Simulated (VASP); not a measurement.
Calculation: r2SCAN meta-GGA, VASP's PBE PAW potentials (set 64) (plane waves; VASP).

VASP ran on this input.

KPOINTS:
```
Regular mesh
0
gamma
 11 11 11
```

### POSCAR
```
InBi
1
    4.4285383706     0.0000000000     0.0000000000
   -2.2142691853     3.8352271394    -0.0000000000
    0.0000000000    -0.0000000000     3.7772895140
In Bi
1 1
Direct
  0.0000000000   0.0000000000   1.0000000000
  0.6666670000   0.3333330000   0.5000000000
```

**INCAR**
```
SYSTEM = InBi
EDIFF = 1E-7   # SCF stop (eV)
LCHARG = .False.
LMIXTAU = .True.
ISIF = 2   # forces and stress, cell fixed
ALGO = Normal   # blocked Davidson
ISMEAR = -5
LWAVE = .False.
PREC = Accurate
ENCUT = 400   # plane-wave cut-off (eV)
LREAL = .False.   # projection in real space or not
METAGGA = R2SCAN
LASPH = .True.   # aspherical one-centre terms
LMAXMIX = 4   # l cut-off of mixed one-centre charges
NELM = 100   # most electronic steps
NEDOS = 601
LORBIT = 11
```

KPOINTS_OPT:
```
k-points along high-symmetry lines
6
Line-mode
Reciprocal
  0.000000   0.000000   0.000000 ! GAMMA
  0.500000   0.000000   0.000000 ! M

  0.500000   0.000000   0.000000 ! M
  0.333333   0.333333   0.000000 ! K

  0.333333   0.333333   0.000000 ! K
  0.000000   0.000000   0.000000 ! GAMMA

  0.000000   0.000000   0.000000 ! GAMMA
  0.000000   0.000000   0.500000 ! A

  0.000000   0.000000   0.500000 ! A
  0.500000   0.000000   0.500000 ! L

  0.500000   0.000000   0.500000 ! L
  0.333333   0.333333   0.500000 ! H

  0.333333   0.333333   0.500000 ! H
  0.000000   0.000000   0.500000 ! A

  0.500000   0.000000   0.500000 ! L
  0.500000   0.000000   0.000000 ! M

  0.333333   0.333333   0.500000 ! H
  0.333333   0.333333   0.000000 ! K
```

POTCAR, in this order: In_d Bi_d (PBE.64 set). Program: vasp_std.

Output of the run:

File OUTCAR:
```
 ion  position               nearest neighbor table
   1  0.000  0.000  0.000-   2 3.18   2 3.18   2 3.18   2 3.18   2 3.18   2 3.18
   2  0.667  0.333  0.500-   1 3.18   1 3.18   1 3.18   1 3.18   1 3.18   1 3.18
  LATTYP: Found a hexagonal cell.
 ALAT       =     4.4285383706
 C/A-ratio  =     0.8529427088
 Subroutine PRICEL returns:
 Original cell was already a primitive cell.
 Subroutine GETGRP returns: Found 12 space group operations
The static configuration has the point symmetry D_3h.
The dynamic configuration has the point symmetry D_3h.
 Subroutine INISYM returns: Found 12 space group operations
 Subroutine IBZKPT returns following result:
 Found     96 irreducible k-points:

 Following reciprocal coordinates:
            Coordinates               Weight
  0.000000  0.000000  0.000000      1.000000
  0.090909  0.000000  0.000000      6.000000
  0.181818  0.000000  0.000000      6.000000
  0.272727  0.000000  0.000000      6.000000
  0.363636 -0.000000  0.000000      6.000000
  0.454545  0.000000  0.000000      6.000000
  0.090909  0.090909  0.000000      6.000000
  0.181818  0.090909  0.000000     12.000000
...
```

File OSZICAR:
```
       N       E                     dE             d eps       ncg     rms          rms(c)
DAV:   1     0.153865741235E+03    0.15387E+03   -0.13212E+04  3456   0.168E+03
DAV:   2    -0.690662286370E+02   -0.22293E+03   -0.22071E+03  3476   0.403E+02
DAV:   3    -0.862718221781E+02   -0.17206E+02   -0.17091E+02  4130   0.141E+02
DAV:   4    -0.868456339309E+02   -0.57381E+00   -0.57344E+00  4078   0.279E+01
DAV:   5    -0.868809063004E+02   -0.35272E-01   -0.35275E-01  5030   0.562E+00    0.357E+00
DAV:   6    -0.812950580443E+02    0.55858E+01   -0.27331E+00  3714   0.321E+01    0.176E+00
DAV:   7    -0.807509117143E+02    0.54415E+00   -0.36695E-01  3570   0.828E+00    0.928E-01
DAV:   8    -0.808810459164E+02   -0.13013E+00   -0.23298E-01  3470   0.343E+00    0.699E-01
DAV:   9    -0.809042020849E+02   -0.23156E-01   -0.19620E-02  3594   0.136E+00    0.486E-01
DAV:  10    -0.809091955297E+02   -0.49934E-02   -0.18817E-02  3572   0.929E-01    0.243E-01
DAV:  11    -0.809229162157E+02   -0.13721E-01   -0.11180E-02  3532   0.770E-01    0.698E-02
DAV:  12    -0.809233622228E+02   -0.44601E-03   -0.19830E-03  3672   0.458E-01    0.773E-02
DAV:  13    -0.809233293627E+02    0.32860E-04   -0.12696E-04  5188   0.773E-02    0.103E-01
DAV:  14    -0.809220295408E+02    0.12998E-02   -0.30766E-04  3484   0.175E-01    0.178E-01
DAV:  15    -0.809227024448E+02   -0.67290E-03   -0.16011E-04  3486   0.118E-01    0.188E-02
DAV:  16    -0.809237034753E+02   -0.10010E-02   -0.46835E-04  3472   0.241E-01    0.934E-02
DAV:  17    -0.809237527150E+02   -0.49240E-04   -0.14068E-05  3910   0.414E-02    0.555E-02
DAV:  18    -0.809237482065E+02    0.45085E-05   -0.13081E-06  4226   0.143E-02    0.399E-02
DAV:  19    -0.809237533999E+02   -0.51933E-05   -0.28770E-07  2856   0.546E-03    0.318E-02
DAV:  20    -0.809237516310E+02    0.17689E-05   -0.13181E-06  3460   0.943E-03    0.995E-03
DAV:  21    -0.809237454351E+02    0.61959E-05   -0.60919E-07  2784   0.730E-03    0.582E-03
DAV:  22    -0.809237414701E+02    0.39650E-05   -0.61127E-08  1962   0.338E-03    0.692E-04
DAV:  23    -0.809237443146E+02   -0.28444E-05   -0.28631E-08  1784   0.156E-03    0.531E-04
DAV:  24    -0.809237432548E+02    0.10597E-05   -0.75035E-09  1764   0.110E-03    0.114E-04
DAV:  25    -0.809237431980E+02    0.56830E-07   -0.25683E-09  1764   0.714E-04
   1 F= -.80923743E+02 E0= -.80923743E+02  d E =0.000000E+00
       N       E                     dE             ncg
```

File OUTCAR:
```
------------------------ aborting loop because EDIFF is reached ----------------------------------------
  FORCE on cell =-STRESS in cart. coord.  units (eV):
  Direction    XX          YY          ZZ          XY          YZ          ZX
  --------------------------------------------------------------------------------------
  Total        0.1138032      0.1138033     -0.2515318      0.0000000      0.0000000      0.0000000
  in kB        2.8420612      2.8420618     -6.2816216      0.0000000      0.0000000      0.0000000
  external PRESSURE =      -0.1991662 kB  Pullay stress =       0.0000000 kB
  volume of cell :       64.16
      direct lattice vectors                 reciprocal lattice vectors
     4.428538371  0.000000000  0.000000000     0.225808137  0.130370375  0.000000000
    -2.214269185  3.835227139  0.000000000     0.000000000  0.260740750  0.000000000
     0.000000000  0.000000000  3.777289514     0.000000000  0.000000000  0.264740099
 POSITION                                       TOTAL-FORCE (eV/Angst)
 -----------------------------------------------------------------------------------
      0.00000      0.00000      0.00000        -0.000000      0.000000      0.000000
      2.21427      1.27841      1.88864         0.000000     -0.000000      0.000000
 -----------------------------------------------------------------------------------
    total drift:                               -0.002153      0.001242      0.000000
  FREE ENERGIE OF THE ION-ELECTRON SYSTEM (eV)
  ---------------------------------------------------
  free  energy   TOTEN  =       -80.9237431980 eV

  energy  without entropy=      -80.9237431980  energy(sigma->0) =      -80.92374320

 total charge

# of ion       s       p       d       tot
------------------------------------------
    1        0.964   0.533   9.852  11.349
    2        1.481   1.409   9.896  12.785
--------------------------------------------------
tot          2.444   1.942  19.748  24.134
```
(Selected blocks of OUTCAR.)

OUTCAR:
```
 val. band max:        6.4052972535   @ k =   0.0000   0.0000   0.2727

 cond. band min:       6.1221447478   @ k =   0.2727   0.0909   0.3636


 Fermi energy:         6.2037433208

 k-point     1 :       0.0000    0.0000    0.0000
  band No.  band energies     occupation
      1     -17.1123      2.00000
      2     -17.0544      2.00000
      3     -17.0544      2.00000
      4     -17.0179      2.00000
      5     -17.0179      2.00000
      6      -8.9031      2.00000
      7      -8.8625      2.00000
      8      -8.8624      2.00000
      9      -8.8293      2.00000
     10      -8.8293      2.00000
     11      -6.2901      2.00000
     12       3.7653      2.00000
     13       5.6449      2.00000
     14       5.6449      2.00000
     15       6.3905      0.00000
     16       9.8664      0.00000
     17       9.8664      0.00000
     18      11.5791      0.00000

 k-point     2 :       0.0909    0.0000    0.0000
  band No.  band energies     occupation
      1     -17.1117      2.00000
      2     -17.0547      2.00000
      3     -17.0545      2.00000
      4     -17.0181      2.00000
      5     -17.0168      2.00000
      6      -8.9022      2.00000
      7      -8.8657      2.00000
      8      -8.8594      2.00000
      9      -8.8310      2.00000
     10      -8.8292      2.00000
     11      -6.2248      2.00000
     12       3.1772      2.00000
     13       5.4642      2.00000
     14       6.0525      1.84635
     15       6.4783      0.00000
     16       9.6408      0.00000
     17      10.1938      0.00000
     18      11.7414      0.00000

 k-point     3 :       0.1818    0.0000    0.0000
  band No.  band energies     occupation
      1     -17.1102      2.00000
      2     -17.0555      2.00000
      3     -17.0550      2.00000
      4     -17.0185      2.00000
      5     -17.0138      2.00000
      6      -8.9002      2.00000
      7      -8.8742      2.00000
      8      -8.8513      2.00000
      9      -8.8357      2.00000
...
```

For a metal the tetrahedron method with Blöchl corrections gives inexact stress and forces. Unless said otherwise, spin-orbit coupling is left out, though it shifts the bands of the heavy elements here.

The structure was generated: InBi was put into the WC type (P-6m2), which need not be its known phase. It was relaxed first, which changed the volume by +6 %.
